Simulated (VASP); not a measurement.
SiC (4h): the mBJ gap over mesh and path against the volume, with shape and ions relaxed at each volume; PBEsol's own equilibrium is at 10.351 Å³/atom. VASP (PAW), 520 eV cut-off, 9×9×3 Γ-centred mesh, Gaussian smearing of 0.050 eV, potentials Si C. mBJ is a potential without an energy functional, so only the levels count. Fit the value as a straight line in ln V.

```csv
V (Å³/atom),mBJ gap over mesh and path (eV)
9.419,3.207
9.73,3.198
10.04,3.187
10.351,3.176
10.661,3.163
10.972,3.148
```

Question: Fit the rows as the text says and predict the value at 9.109.

Answer: The slope against ln V is -0.38 eV, the volume deformation potential of this gap. The line misses the rows by up to 0.003 and gives 3.223 at 9.109. The run gave 3.215, -0.008 from the line.

Left out are failed runs and those whose mesh is unfit for this quantity.

The compound is SiC in the 4h structure.
